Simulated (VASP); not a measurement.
Calculation: PBE GGA + U (Dudarev), VASP's PBE PAW potentials (set 64) (plane waves; VASP 6.6.1).

VASP ran on this input.

INCAR:
```
SYSTEM=ZnSe
PREC=Accurate; ENCUT=400; LREAL=F
LASPH=T
EDIFF=1E-6; NELM=100; ALGO=Normal
LMAXMIX=4
ISMEAR=0; SIGMA=0.05
GGA=PE
LDAUL=2 -1
LDAUU=4.0 0
LDAUJ=0 0
LDAU=T; LDAUTYPE=2; LDAUPRINT=1
ISIF=2
LWAVE=F; LCHARG=F; LORBIT=10
```

### KPOINTS
```
Automatic
0
Gamma
 7 7 7
```

**POSCAR**
```
ZnSe
4.0894810
  0.0000000000   0.7071068431   0.7071068431
  0.7071068431   0.0000000000   0.7071068431
  0.7071068431   0.7071068431   0.0000000000
Zn Se
1 1
direct
  0.0000000000   0.0000000000   0.0000000000
  0.2500000000   0.2500000000   0.2500000000
```

POTCAR, in this order: Zn Se (PBE.64 set). Program: vasp_std.

Output of the run:

### OSZICAR
```
       N       E                     dE             d eps       ncg     rms          rms(c)
DAV:   1     0.801948939047E+02    0.80195E+02   -0.80188E+03   520   0.134E+03
DAV:   2    -0.478320152619E+00   -0.80673E+02   -0.77120E+02   570   0.251E+02
DAV:   3    -0.588337806590E+01   -0.54051E+01   -0.53890E+01   620   0.710E+01
DAV:   4    -0.593000921890E+01   -0.46631E-01   -0.46623E-01   570   0.713E+00
DAV:   5    -0.593024140703E+01   -0.23219E-03   -0.23219E-03   615   0.426E-01    0.480E+00
DAV:   6    -0.570459217231E+01    0.22565E+00   -0.49150E-01   769   0.159E+01    0.346E+00
DAV:   7    -0.568843331265E+01    0.16159E-01   -0.12997E-01   575   0.326E+00    0.135E+00
DAV:   8    -0.568985516679E+01   -0.14219E-02   -0.45388E-03   545   0.625E-01    0.370E-01
DAV:   9    -0.569023929960E+01   -0.38413E-03   -0.80264E-04   580   0.240E-01    0.645E-02
DAV:  10    -0.569032131888E+01   -0.82019E-04   -0.80251E-05   585   0.924E-02    0.153E-02
DAV:  11    -0.569034542519E+01   -0.24106E-04   -0.30181E-05   560   0.522E-02    0.629E-03
DAV:  12    -0.569034676681E+01   -0.13416E-05   -0.20896E-06   565   0.234E-02    0.378E-03
DAV:  13    -0.569034694676E+01   -0.17996E-06   -0.73037E-07   406   0.101E-02
   1 F= -.56903469E+01 E0= -.56903469E+01  d E =-.186224E-14
```

**OUTCAR**
```
------------------------ aborting loop because EDIFF is reached ----------------------------------------
  FORCE on cell =-STRESS in cart. coord.  units (eV):
  Direction    XX          YY          ZZ          XY          YZ          ZX
  --------------------------------------------------------------------------------------
  Total       -0.6641034     -0.6641034     -0.6641034      0.0000000      0.0000000      0.0000000
  in kB      -22.0017171    -22.0017171    -22.0017171      0.0000000      0.0000000      0.0000000
  external PRESSURE =     -22.0017171 kB  Pullay stress =       0.0000000 kB
  volume of cell :       48.36
      direct lattice vectors                 reciprocal lattice vectors
     0.000000000  2.891700000  2.891700000    -0.172908670  0.172908670  0.172908670
     2.891700000  0.000000000  2.891700000     0.172908670 -0.172908670  0.172908670
     2.891700000  2.891700000  0.000000000     0.172908670  0.172908670 -0.172908670
  FREE ENERGIE OF THE ION-ELECTRON SYSTEM (eV)
  ---------------------------------------------------
  free  energy   TOTEN  =        -5.6903469468 eV

  energy  without entropy=       -5.6903469468  energy(sigma->0) =       -5.69034695

 total charge

# of ion       s       p       d       tot
------------------------------------------
    1        0.513   0.394   9.844  10.751
    2        1.438   2.403   0.023   3.863
--------------------------------------------------
tot          1.950   2.796   9.867  14.614
```
(Selected blocks of OUTCAR.)

File OUTCAR:
```
 val. band max:        0.9602261466   @ k =   0.0000   0.0000   0.0000

 cond. band min:       2.2096997043   @ k =   0.0000   0.0000   0.0000


 Fermi energy:         1.2132558828

 k-point     1 :       0.0000    0.0000    0.0000
  band No.  band energies     occupation
      1     -11.7619      2.00000
      2      -6.8022      2.00000
      3      -6.8022      2.00000
      4      -6.8022      2.00000
      5      -6.5319      2.00000
      6      -6.5319      2.00000
      7       0.9602      2.00000
      8       0.9602      2.00000
      9       0.9602      2.00000
     10       2.2097      0.00000
     11       6.9690      0.00000
     12       6.9690      0.00000
     13       6.9690      0.00000

 k-point     2 :       0.1429    0.0000    0.0000
  band No.  band energies     occupation
      1     -11.6533      2.00000
      2      -6.7880      2.00000
      3      -6.7880      2.00000
      4      -6.7699      2.00000
      5      -6.5332      2.00000
      6      -6.5332      2.00000
      7      -0.5188      2.00000
      8       0.8015      2.00000
      9       0.8016      2.00000
     10       3.3282      0.00000
     11       6.8633      0.00000
     12       7.2529      0.00000
     13       7.2529      0.00000

 k-point     3 :       0.2857    0.0000    0.0000
  band No.  band energies     occupation
      1     -11.3923      2.00000
      2      -6.7596      2.00000
      3      -6.7596      2.00000
      4      -6.6440      2.00000
      5      -6.5317      2.00000
      6      -6.5317      2.00000
      7      -2.3108      2.00000
      8       0.4888      2.00000
      9       0.4888      2.00000
     10       3.7392      0.00000
     11       7.5603      0.00000
     12       7.5603      0.00000
     13       7.8791      0.00000

 k-point     4 :       0.4286    0.0000    0.0000
  band No.  band energies     occupation
      1     -11.1633      2.00000
      2      -6.7409      2.00000
      3      -6.7409      2.00000
...
```

The compound is ZnSe in the zinc blende structure. The cell was not relaxed at this level. The run is one of a series of settings (LDAU = .TRUE., LDAUJ = 0 0, LDAUL = 2 -1, LDAUTYPE = 2, LDAUU = 4.0 0 against the base run), some of them coarse on purpose.
